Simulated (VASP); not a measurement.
Consider the following.

```
CELL_PARAMETERS angstrom
      0.00000     1.80386     1.80386
      1.80386     0.00000     1.80386
      1.80386     1.80386     0.00000
ATOMIC_POSITIONS crystal
  B  0.00000 0.00000 0.00000
  N  0.25000 0.25000 0.25000
```

Method: PBEsol GGA, VASP's PBE PAW potentials (set 64) (plane waves; VASP). Settings: 520 eV cut-off, 11×11×11 Γ-centred mesh, Gaussian smearing of 0.050 eV, potentials B N.

Problem. Estimate the energy per atom (σ→0).

Solution. 
The energy per atom (σ→0) is -9.173 eV/atom.

The absolute energy has meaning only against runs of the same code, potentials and settings.

The structure was generated: BN was put into the zinc blende type (F-43m), which need not be its known phase. It was relaxed first. The start is the result of an earlier pass.
